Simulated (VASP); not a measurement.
Energy against volume of Be (hcp). Method: MS2 meta-GGA, VASP's PBE PAW potentials (set 64) (plane waves; VASP). Settings: 520 eV cut-off, 18×18×10 Γ-centred mesh, first-order Methfessel-Paxton smearing of 0.10 eV, potentials Be.

Shape and ions are relaxed at each volume.

```
V (Å³/atom)  E (eV/atom)
-----------  -----------
7.376           -4.93030
7.611           -4.93942
7.847           -4.94222
8.082           -4.93948
```

Question: Fit these four points and predict the energy of the run at 8.318 Å³/atom.

Answer: A cubic in V^(−2/3), the third-order Birch-Murnaghan form, passes through the four points with V0 = 7.84 Å³/atom and B0 = 126 GPa, and gives -4.9319 eV/atom there. The run gave -4.9318 eV/atom, +0.1 meV/atom from the fit; all five points give B0 = 126 GPa.

The compound is Be in the hcp structure. It was relaxed first.
